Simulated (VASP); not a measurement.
Input:

```xyz
2
Lattice="0.0000 2.9907 2.9907 2.9907 0.0000 2.9907 2.9907 2.9907 0.0000" Properties=species:S:1:pos:R:3 pbc="T T T"
Sn     0.0000     0.0000     0.0000
Se     1.4953     1.4953     1.4953
```

All values below come from PBE GGA, VASP's PBE PAW potentials (set 64) (plane waves; VASP 6.6.1). Numerical set-up: 400 eV cut-off, 7×7×7 Γ-centred mesh, Gaussian smearing of 0.050 eV, potentials Sn_d Se.

Energy and stress use the plane-wave basis of the starting cell.

The ions, cell shape and volume are relaxed. Predict the relaxed structure.

```xyz
2
Lattice="0.0000 3.3857 3.3857 3.3857 0.0000 3.3857 3.3857 3.3857 0.0000" Properties=species:S:1:pos:R:3 pbc="T T T"
Sn     3.3857     0.0000     3.3857
Se     1.6928     1.6928     1.6928
```
Space group F-43m (216), at a tolerance of 0.03 Å.

How do energy and volume change from the first to the last step?

The energy (σ→0) changes by -629.0 meV/atom and the volume by +45.1 %, in 4 ionic steps.

The structure was generated: SnSe was put into the zinc blende type (F-43m), which need not be its known phase. This run relaxes it. Symmetry was kept, so distortions that lower it aren't found.
